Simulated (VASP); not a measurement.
Write the native input for VASP 6.6.1 that does the following.

```yaml
Task: single point
Functional: r2SCAN
Potentials_or_basis: VASP PAW PBE potentials, release 64 (Ta_pv)
Cutoff: 520 eV
k_mesh: 18 × 18 × 18
Occupations: gaussian, width 0.1 eV
Spin: no spin polarisation
Further_INCAR_settings: ALGO = Normal; EDIFF = 1e-06
```

The structure of Ta lies in POSCAR:

```
Ta
1.0
   -1.6407700000      1.6407700000      1.6407700000
    1.6407700000     -1.6407700000      1.6407700000
    1.6407700000      1.6407700000     -1.6407700000
Ta
1
Direct
    0.0000000000      0.0000000000      0.0000000000
```

These files were run (other wordings do the same):

INCAR

```
  PREC = Accurate
  ENCUT = 520
  EDIFF = 1E-6
  ISMEAR = 0
  SIGMA = 0.1
  LREAL = F
  LASPH = T
  NELM = 60
  ALGO = Normal
  ISIF = 2
  LWAVE = F
  LCHARG = T
  METAGGA = R2SCAN
  LMIXTAU = T
  LELF = T
  LVHAR = T
```

KPOINTS

```
Automatic mesh
0
Gamma
  18 18 18
```

Potentials or basis: VASP PAW PBE potentials, release 64 (Ta_pv).

Run with:

```sh
$ cat potpaw_PBE.64/Ta_pv/POTCAR > POTCAR
$ mpirun -np 1 vasp_std > vasp.out
```

Results of the run:

```
Pressure               : 5.1 GPa
Band gap on the k mesh : none (metal or under the smearing width)
```

Caveat: the PAW data sets were made with another functional, which shifts forces and pressure a little.

Wall time 110 s on 1 thread of AMD EPYC 9R45 (Zen 5), on a shared host, peak memory 0.14 GiB.
